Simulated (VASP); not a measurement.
**CsLiCr2Te2S3 under changes of volume**

One of the cells (29.884 Å³/atom); the others are scaled copies at fixed shape and fractional positions:

```xyz
9
Lattice="3.4443 -5.2150 0.0079 3.4443 5.2150 0.0079 -2.9233 0.0000 7.4801" Properties=species:S:1:pos:R:3 pbc="T T T"
Cs    0.6208    0.0000    0.0653
Li    2.4380    0.0000    4.1485
Cr    0.1739    2.1438    4.1773
Cr    0.1739   -2.1438    4.1773
Te    4.1056    1.6099    2.1832
Te    4.1056   -1.6099    2.1832
S     2.0182   -2.1618    5.4960
S     2.0182    2.1618    5.4960
S     0.0604    0.0000    3.6216
```

The cell was built by a generator and needn't be a form met in nature.

| Property | Result |
| --- | --- |
| Program | VASP 6.6.1 |
| Functional | PBE |
| Potentials or basis | VASP PAW PBE potentials, release 64 (Cs_sv, Li_sv, Cr_pv, Te, S) |
| Cutoff | 520 eV |
| k mesh | 5 × 5 × 4 |
| Occupations | fermi-dirac, width 0.05 eV |
| Spin | collinear spin, ferromagnetic start |
| Starting moments | [0.0, 0.0, 3.0, 3.0, 0.0, 0.0, 0.0, 0.0, 0.0] μB |

```tsv
volume (Å³/atom)	energy over the lowest point (meV/atom)	moment (μB per cell)	largest force (eV/Å)
27.540	12.66	4.00	0.620
28.126	4.59	4.00	0.399
28.712	0.03	4.01	0.194
29.884	0.00	4.02	0.171
30.470	?	?	?
31.056	10.04	4.04	0.483
```

**Question.** What does the run at 30.470 Å³/atom give?

**Answer.** Energy over the lowest point 3.90 meV/atom; moment 4.03 μB per cell; largest force 0.333 eV/Å.

Worked out: A Birch-Murnaghan fit of order 3 (a polynomial in V^(-2/3)) to the other rows has its minimum at 29.29 Å³/atom with B0 = V·E''(V) = 38 GPa and B' = 4.6 at fixed shape and positions, which overstates the stiffness. It gives 3.90 meV/atom at 30.470 Å³/atom, against the run's 3.90. A straight line through the other rows of the moment, of slope 0.0116 μB per Å³/atom, gives 4.03 μB, against the run's 4.03.

Energies are extrapolated to zero smearing.

Caveats: the cutoff is under 1.25 times the usual one of these potentials, so pressure, stress and relaxed cells hold a basis-set (Pulay) error; only a ferromagnetic start was run, and an antiferromagnetic order may lie lower in energy.
